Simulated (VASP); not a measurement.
Shape and ions are relaxed at each volume.

Data:

MgB2 has the hexagonal space group P6/mmm (No. 191), Pearson symbol hP3. Conventional cell: a = b = 3.0364 Å, c = 3.4372 Å, α = β = 90.00°, γ = 120.00°. Mg on 1a sees 12 B at 2.455 Å. B on 2d has 3 B at 1.753 Å and 6 Mg at 2.455 Å. (Neighbours: up to the widest gap in distance over summed covalent radii, below 1.35, at either atom; cation-cation and far metal-metal contacts left out.)

Method: LDA (Ceperley-Alder, Perdew-Zunger), VASP's LDA PAW potentials (set 64) (plane waves; VASP). Run with 520 eV cut-off, 12×12×9 Γ-centred mesh, first-order Methfessel-Paxton smearing of 0.10 eV, potentials Mg B.

Task: Give the energy at these volumes per atom, relative to the lowest: 8.60, 8.87, 9.15, 9.42, 9.69 Å³.

Result: 18.0, 4.3, 0.0, 3.8, 14.6 meV/atom. A third-order Birch-Murnaghan fit gives B0 = 157 GPa and B0′ = 3.8.

The compound is MgB2 in the AlB2 type structure. It was relaxed first, which changed the volume by -6 %.
